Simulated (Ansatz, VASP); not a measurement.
**Cross-check of Cu15Pd17 (Pd0.52Cu0.48, fcc) between VASP and Ansatz**

Wanted: the spread between two codes on one cell, functional and k mesh. The cell is invented: As first built, before any earlier steps moved the atoms (in the runner's words): 2x2x2 conventional cells of the Pd type (32 atoms: 15 Cu, 17 Pd); Pd/Cu share their sites, the best of 600 random draws by like-pair counts in two shells; start lattice by linear mixing of the end members' cells; atoms moved at random by 0.02 A. It may not be a known or stable phase. The structure shown is the start of the Ansatz relaxation below; VASP solves that cell, so the two are compared at the walk's first step.

Calculated with Ansatz 0.2.0; plane waves, with VASP 6.6.1 beside it; single point at LDA.

### Step 1. The structure

The cell holds 32 atoms: 15 Cu and 17 Pd. Cell: a = 7.519 Å, b = 7.519 Å, c = 7.519 Å, α = 90.0°, β = 90.0°, γ = 90.0°. It derives from Pd (Pd type, space group 225), repeated 2×2×2. As first built, before any earlier steps moved the atoms (in the runner's words): 2x2x2 conventional cells of the Pd type (32 atoms: 15 Cu, 17 Pd); Pd/Cu share their sites, the best of 600 random draws by like-pair counts in two shells; start lattice by linear mixing of the end members' cells; atoms moved at random by 0.02 A.

### Step 2. Ansatz: relaxation, LDA

Ansatz runs on its default PAW (the set named soft_2) files.

The two programs are compared at the cell with which this relaxation starts, whose forces are those of its first step.

Input file input.yaml:

```yaml
crystal:
  lattice:
    - [7.51912, 0.0, 0.0]
    - [0.0, 7.51912, 0.0]
    - [0.0, 0.0, 7.51912]
  atoms:
    - { symbol: Cu, position: [0.003, 0.99996, 0.9967] }
    - { symbol: Cu, position: [0.00041, 0.24809, 0.25085] }
    - { symbol: Cu, position: [0.25026, 0.99665, 0.25205] }
    - { symbol: Cu, position: [0.25165, 0.25251, 0.00027] }
    - { symbol: Cu, position: [0.24876, 0.25307, 0.50015] }
    - { symbol: Cu, position: [0.00208, 0.49986, 0.99716] }
    - { symbol: Cu, position: [0.24892, 0.49654, 0.24756] }
    - { symbol: Cu, position: [0.24886, 0.49836, 0.75601] }
    - { symbol: Cu, position: [0.49754, 0.24893, 0.25108] }
    - { symbol: Cu, position: [0.75543, 0.00017, 0.25154] }
    - { symbol: Cu, position: [0.74939, 0.99758, 0.74832] }
    - { symbol: Cu, position: [0.50241, 0.49971, 8.0e-05] }
    - { symbol: Cu, position: [0.49992, 0.75334, 0.25421] }
    - { symbol: Cu, position: [0.75013, 0.49869, 0.24898] }
    - { symbol: Cu, position: [0.74612, 0.74923, 0.50157] }
    - { symbol: Pd, position: [0.00149, 0.99847, 0.49996] }
    - { symbol: Pd, position: [0.99893, 0.25011, 0.75266] }
    - { symbol: Pd, position: [0.2507, 0.99805, 0.74894] }
    - { symbol: Pd, position: [0.99818, 0.75031, 0.24912] }
    - { symbol: Pd, position: [0.24647, 0.74843, 0.00184] }
    - { symbol: Pd, position: [0.99702, 0.4973, 0.50075] }
    - { symbol: Pd, position: [0.00537, 0.75081, 0.74777] }
    - { symbol: Pd, position: [0.24915, 0.75127, 0.50393] }
    - { symbol: Pd, position: [0.504, 0.99729, 0.99868] }
    - { symbol: Pd, position: [0.74937, 0.25001, 0.00164] }
    - { symbol: Pd, position: [0.5009, 0.9997, 0.50396] }
    - { symbol: Pd, position: [0.50022, 0.24616, 0.75003] }
    - { symbol: Pd, position: [0.74877, 0.2495, 0.50489] }
    - { symbol: Pd, position: [0.75132, 0.74657, 0.00039] }
    - { symbol: Pd, position: [0.50123, 0.49886, 0.50229] }
    - { symbol: Pd, position: [0.49873, 0.75182, 0.74848] }
    - { symbol: Pd, position: [0.74788, 0.50226, 0.74608] }
kpoints:
  mp_grid: { grid: [3, 3, 3] }
hamiltonian:
  xc: lda
scf:
  occupations: { method: methfessel_paxton, width: 0.15 }
output:
  forces: true
  stress: true
relax:
  f_tol: 0.02
  max_steps: 45
  cell: { stress_tol: 0.1 }
```

Launch:

```
ansatz run input.yaml --threads 4 --pin off --max-ram 15360MiB --backend cpu --events-out ev --progress --plain --runs-dir out
```

Numbers of over 12 decimals in the logs are rounded to 6 here.

The program printed:

```text
The last accepted step is kept in <dir> (removed where the run ends without a failure and the disk answers)
Engine: ansatz 0.2.0, aarch64-unknown-linux-gnu
Pseudopotentials: kind: paw
Pseudopotential: Cu, paw, valence charge 19, recommended cutoff 420 eV (normal), Cu.paw.azcp
Pseudopotential: Pd, paw, valence charge 18, recommended cutoff 420 eV (normal), Pd.paw.azcp
Functional definition: SPW92
  exchange = slater_x
  correlation = pw_c
Crystal: 32 atoms, lattice volume = 425.110 Å³
Basis set: ecut = 420 eV, 8289 PW (Γ)
Bands: 355, of which v1, the nominal top of the filled ones, is band 296 counted from 1 (295 counted from 0)
Symmetry: 1 space group operations
Space group: P1 (ITA 1), of the structure as read, at distance tolerance 7.5e-5 Å
k-points: 14 of 27 (time reversal used)
Non-local potential: Cu, projectors of the file, l = 0: 3, l = 1: 2, l = 2: 3, l = 3: 1
Non-local potential: Pd, projectors of the file, l = 0: 2, l = 1: 2, l = 2: 2, l = 3: 1
PAW form: soft (Blöchl's): semilocal exchange-correlation on the pseudo side does not see the compensation charge
PAW frozen core: Cu, regenerated for the run's functional, and the local potential with it (the file was generated under x = pbe(κ = 0.804, μ = 0.219515), c = pbe(β = 0.066725))
PAW frozen core: Pd, regenerated for the run's functional, and the local potential with it (the file was generated under x = pbe(κ = 0.804, μ = 0.219515), c = pbe(β = 0.066725))
PAW one-centre angular grid: Cu, 590 points (default); XC on 64 Gauss nodes
PAW one-centre angular grid: Pd, 590 points (default); XC on 64 Gauss nodes
Initial density: superposition of atomic densities (neutral atoms: chi_scale 0, normalization atom), corrected by the library's trained network
Initial wavefunctions: pseudopotential atomic-orbital guess
Functional: x = slater, c = lda
SCF iter   1: F=—  HF=-214694.774006 eV  |F-HF|=—  |Δ(HF+E_count)|=         —  Δρ=1.77e-2  dr2=1.41e0  ethr=1.77e-3  ⟨swp⟩=5.0  Hψ=17405  notcnv=0  defer=411
preconditioner: auto → Kerker (q_TF=auto, 2.882 Å⁻¹)  [metal: Δε(μ)=0.017 eV  Ē_g=9.287 eV  σ=0.150 eV  W_gap=0.10  n_scr=170 (ndim 8)  ℏωp=33.0 eV  f_vac=0.000  D(μ)=19.77/eV (n_scr^D=178)]
SCF iter   2: F=—  HF=-214694.555655 eV  |F-HF|=—  |Δ(HF+E_count)|=   2.18e-1  S|Δr|=    0.00e0  Δρ=6.51e-3  dr2=3.88e-1  ethr=2.39e-4  ⟨swp⟩=2.8  Hψ=8427  notcnv=0  defer=413
SCF iter   3: F=—  HF=-214694.517595 eV  |F-HF|=—  |Δ(HF+E_count)|=   3.81e-2  S|Δr|=    0.00e0  Δρ=2.55e-3  dr2=6.23e-2  ethr=6.57e-5  ⟨swp⟩=1.1  Hψ=4316  notcnv=0  defer=413
SCF iter   4: F=—  HF=-214694.509107 eV  |F-HF|=—  |Δ(HF+E_count)|=   8.49e-3  S|Δr|=    0.00e0  Δρ=8.31e-4  dr2=1.38e-2  ethr=1.05e-5  ⟨swp⟩=2.5  Hψ=6299  notcnv=0  defer=413
SCF iter   5: F=—  HF=-214694.507142 eV  |F-HF|=—  |Δ(HF+E_count)|=   1.96e-3  S|Δr|=    0.00e0  Δρ=3.29e-4  dr2=9.84e-4  ethr=2.34e-6  ⟨swp⟩=2.1  Hψ=6526  notcnv=0  defer=413
SCF iter   6: F=—  HF=-214694.506994 eV  |F-HF|=—  |Δ(HF+E_count)|=   1.48e-4  S|Δr|=    0.00e0  Δρ=2.58e-4  dr2=2.63e-4  ethr=1.67e-7  ⟨swp⟩=2.1  Hψ=6648  notcnv=0  defer=413
SCF iter   7: F=—  HF=-214694.506998 eV  |F-HF|=—  |Δ(HF+E_count)|=   3.89e-6  S|Δr|=    0.00e0  Δρ=4.57e-5  dr2=1.73e-5  ethr=4.44e-8  ⟨swp⟩=2.0  Hψ=8406  notcnv=0  defer=413
SCF iter   8: F=—  HF=-214694.505251 eV  |F-HF|=—  |Δ(HF+E_count)|=   1.75e-3  S|Δr|=    0.00e0  Δρ=3.01e-5  dr2=6.26e-6  ethr=2.93e-9  ⟨swp⟩=2.0  Hψ=8399  notcnv=0  defer=420
SCF iter   9: F=—  HF=-214694.505251 eV  |F-HF|=—  |Δ(HF+E_count)|=   5.38e-7  S|Δr|=    0.00e0  Δρ=1.42e-5  dr2=9.63e-7  ethr=1.06e-9  ⟨swp⟩=2.0  Hψ=5829  notcnv=0  defer=420
SCF iter  10: F=—  HF=-214694.505251 eV  |F-HF|=—  |Δ(HF+E_count)|=   1.15e-7  S|Δr|=    0.00e0  Δρ=7.36e-6  dr2=2.73e-7  ethr=1.63e-10  ⟨swp⟩=2.0  Hψ=8418  notcnv=0  defer=420
SCF iter  11: F=-214694.505251 eV  HF=-214694.505251 eV  |F-HF|=4.06e-8  |Δ(HF+E_count)|=   4.22e-8  S|Δr|=    0.00e0  Δρ=2.35e-6  dr2=4.20e-8  ethr=1.69e-11  ⟨swp⟩=3.1  Hψ=13321  notcnv=0
SCF 1 converged in 11 iterations: F = -214694.505251 eV  dr2 = 4.20e-8
  greatest PAW one-centre occupation: 1.000 electrons in one spin orbital (limit 2), on the Cu atom at site 7 (counted from 0), in its partial waves of l = 0
relax step   1: F+E_penalty+E_count = -214694.50525058 eV  Δ(F+E_penalty+E_count) = +0.000e0 eV  max|allowed force component| = 1.445e0 eV/Å  Δτ_max = 0.0000 Å  P = -5.863 GPa  Ω = 425.110 Å³  (11 SCF iters, dr2 threshold 1.00e-7 eV, accepted)
[...]
relax step   4: F+E_penalty+E_count = -214695.88643846 eV  Δ(F+E_penalty+E_count) = -3.575e-2 eV  max|allowed force component| = 2.337e-2 eV/Å  Δτ_max = 0.0429 Å  P = +0.039 GPa  Ω = 407.892 Å³  energy of the carried Pulay correction = +6.816e-3 eV  (8 SCF iters, dr2 threshold 1.79e-6 eV, accepted)
[...]
relax step   5: F+E_penalty+E_count = -214695.88709581 eV  Δ(F+E_penalty+E_count) = -6.573e-4 eV  max|allowed force component| = 5.124e-3 eV/Å  Δτ_max = 0.0064 Å  P = -0.003 GPa  Ω = 407.967 Å³  energy of the carried Pulay correction = +6.786e-3 eV  (8 SCF iters, dr2 threshold 3.41e-8 eV, accepted)
[...]
relax step   6: F+E_penalty+E_count = -214695.88039607 eV  Δ(F+E_penalty+E_count) = +6.700e-3 eV  max|allowed force component| = 5.266e-3 eV/Å  Δτ_max = 0.0000 Å  P = +0.003 GPa  Ω = 407.967 Å³  stress off target by 9.53e-3 GPa  SCF on the basis re-selected at this cell (its energy is not comparable with the rows above)  (5 SCF iters)
basis re-selected at this cell: Δ(F+E_penalty+E_count) = +6.700e-3 eV, ΔP = +0.006 GPa vs the last step (what re-selecting the basis moved, of the pressure what is left beyond the Pulay correction that the steps carried, after the strain that the cell walked since its last selection, with what the two solves' SCF thresholds leave and, on support functions, any second-order correction that the steps lacked; it is no measure of the basis error at this ecutwfc). The dense FFT grid was sized anew with the basis: this SCF ran on 54×54×50 points, the steps before it on 54×54×54, so part of this shift can come from that change (see relax.cell in the input reference). [rest of the remark cut]
SCF converged after 5 iterations
Stability not checked: this state was not tested for a lower state beside it, because cold or Methfessel-Paxton smearing, or corrected tetrahedra, fill the levels in a way that the test cannot read (fill_not_monotonic; see scf.lower_state_search)
Free energy (F): -214695.880396 eV
Harris-Foulkes:  -214695.880396 eV  (|F-HF|=1.08e-9)
Internal energy: -214695.919092 eV  (E = F + TS)
E sigma→0 (E₀):  -214695.890070 eV
Entropy (-TS):   0.038696 eV (1.209 meV/atom)
Fermi energy:    19.270163 eV
--- Per-component energies (eV) ---
  E_band       = -7064.688748
  E_kinetic    = 13281.496902
  E_local      = -90238.655443  (includes V_loc(G=0)·N_el)
  E_nonlocal   = 9721.136182
  E_hartree    = 38988.221052
  E_xc         = -4204.626198
  E_vxc        = -5349.026853  (∫ρ·V_xc dr)
  E_paw        = -85504.933948  (= ΣΔE_a)
  E_vpaw       = -12456.090368  (= ΣTr[D̂ρ^β])
  E_aug_tail   = 0.006318  (compensation charges beyond the density's cutoff)
  E_ewald      = -96756.881333
  E_core_change = 18.317375  (= ΣΔE_core)
  E_smearing   = 0.038696  (= −TS)
  E_closure    = 0.000000  (closes the sum)
  Σ components = -214695.880396   (vs F -214695.880396, Δ=0.00e0)
--- Forces (eV/Å), atoms counted from 1 ---
  atom   1  Cu    -0.00191454    -0.00202818    -0.00286187
  atom   2  Cu     0.00100609    -0.00030181     0.00050253
  atom   3  Cu    -0.00148326     0.00033395    -0.00032083
  atom   4  Cu    -0.00122493     0.00007946     0.00158239
  atom   5  Cu    -0.00081641     0.00104299     0.00179953
  atom   6  Cu    -0.00154760     0.00234747    -0.00331004
  atom   7  Cu     0.00072918    -0.00212200    -0.00018943
  atom   8  Cu     0.00186479    -0.00111708    -0.00051866
  atom   9  Cu     0.00109804     0.00171939    -0.00038105
  atom  10  Cu     0.00029841    -0.00037491    -0.00028992
  atom  11  Cu     0.00370171    -0.00324684     0.00101331
  atom  12  Cu     0.00055524     0.00023231    -0.00293117
  atom  13  Cu     0.00047321    -0.00185830     0.00104715
  atom  14  Cu     0.00011988     0.00108375     0.00050035
  atom  15  Cu     0.00117466     0.00116316     0.00218588
  atom  16  Pd    -0.00090394    -0.00159430     0.00422209
  atom  17  Pd    -0.00159684     0.00029803    -0.00077032
  atom  18  Pd     0.00127315     0.00210365    -0.00082116
  atom  19  Pd     0.00172318    -0.00144358    -0.00078453
  atom  20  Pd    -0.00262233     0.00053325     0.00182404
  atom  21  Pd    -0.00009307     0.00228829     0.00181276
  atom  22  Pd    -0.00122338     0.00059747    -0.00057606
  atom  23  Pd    -0.00288895     0.00167230    -0.00298619
  atom  24  Pd     0.00125272    -0.00118524    -0.00442069
  atom  25  Pd     0.00032834    -0.00047261    -0.00041626
  atom  26  Pd     0.00037056    -0.00154944     0.00278592
  atom  27  Pd    -0.00007050    -0.00147484    -0.00100443
  atom  28  Pd     0.00067111     0.00148525    -0.00325940
  atom  29  Pd     0.00022267     0.00183104     0.00116383
  atom  30  Pd     0.00092375     0.00209269     0.00526562
  atom  31  Pd     0.00038327     0.00030939     0.00024189
  atom  32  Pd    -0.00178523    -0.00244309    -0.00010974
  max |Σ_I F_I| component: 4.48e-6 eV/Å
--- Stress (GPa, compression-positive) ---
        0.004262       0.004072       0.003460
        0.004072       0.001604       0.002301
        0.003460       0.002301       0.002082
  P = ⅓ Tr σ = 0.0026 GPa (0.026 kbar)
--- Relaxed structure (5 steps of the walk, 5 accepted, 1 SCFs on fresh bases) ---
  F+E_penalty+E_count = -214695.88039607 eV   max|allowed force component| = 5.266e-3 eV/Å   (the final SCF, on the basis selected at the relaxed cell)
  cell:  # Å, volume = 407.9675 Å³
    - [7.496620, 0.00223377, 0.014965]
    - [0.00223377, 7.494570, 0.00597408]
    - [0.014965, 0.00597408, 7.261318]
  atoms:
    - { symbol: Cu, position: [0.000484652, 1.001854, 1.006137] }
    - { symbol: Cu, position: [0.011790, 0.248764, 0.243600] }
    - { symbol: Cu, position: [0.242622, 1.007269, 0.246307] }
    - { symbol: Cu, position: [0.249295, 0.254949, 0.0064884] }
    - { symbol: Cu, position: [0.251123, 0.248314, 0.494521] }
    - { symbol: Cu, position: [0.00331866, 0.495628, 1.007657] }
    - { symbol: Cu, position: [0.249856, 0.490066, 0.245030] }
    - { symbol: Cu, position: [0.250430, 0.498224, 0.753459] }
    - { symbol: Cu, position: [0.488042, 0.255785, 0.246318] }
    - { symbol: Cu, position: [0.754882, -0.00561595, 0.250154] }
    - { symbol: Cu, position: [0.748125, 1.004769, 0.751830] }
    - { symbol: Cu, position: [0.498972, 0.496133, 0.00966622] }
    - { symbol: Cu, position: [0.504449, 0.743483, 0.250648] }
    - { symbol: Cu, position: [0.749553, 0.504600, 0.249710] }
    - { symbol: Cu, position: [0.749622, 0.749634, 0.497471] }
    - { symbol: Pd, position: [-0.00111252, 1.005261, 0.495159] }
    - { symbol: Pd, position: [1.005265, 0.251062, 0.760303] }
    - { symbol: Pd, position: [0.249895, 1.001498, 0.755657] }
    - { symbol: Pd, position: [0.995803, 0.749120, 0.247361] }
    - { symbol: Pd, position: [0.254598, 0.739057, 0.00898749] }
    - { symbol: Pd, position: [1.006580, 0.491489, 0.492100] }
    - { symbol: Pd, position: [-0.0024447, 0.749740, 0.753520] }
    - { symbol: Pd, position: [0.251928, 0.748664, 0.489820] }
    - { symbol: Pd, position: [0.497460, 1.002780, 1.019179] }
    - { symbol: Pd, position: [0.753311, 0.250628, 0.020793] }
    - { symbol: Pd, position: [0.501125, 1.000940, 0.482943] }
    - { symbol: Pd, position: [0.494616, 0.253368, 0.755677] }
    - { symbol: Pd, position: [0.749528, 0.249545, 0.482834] }
    - { symbol: Pd, position: [0.745907, 0.749355, 0.00563524] }
    - { symbol: Pd, position: [0.496359, 0.497008, 0.488146] }
    - { symbol: Pd, position: [0.502803, 0.749363, 0.748677] }
    - { symbol: Pd, position: [0.750426, 0.496874, 0.752153] }
```

[end of part 1 of 2]

[Lines on the potential files, build, host, timing and source positions are cut from VASP's logs without a mark.]

[Logs are printed without paths, hosts, clocks, repeated set-up lines and the standing remarks that a program may print on its own settings, such as how far it seeks lower states.]

[Hosts, paths, dates, database ids (printed as entryN), source tags and the programs' standing remarks are cut or masked in the printed files.]
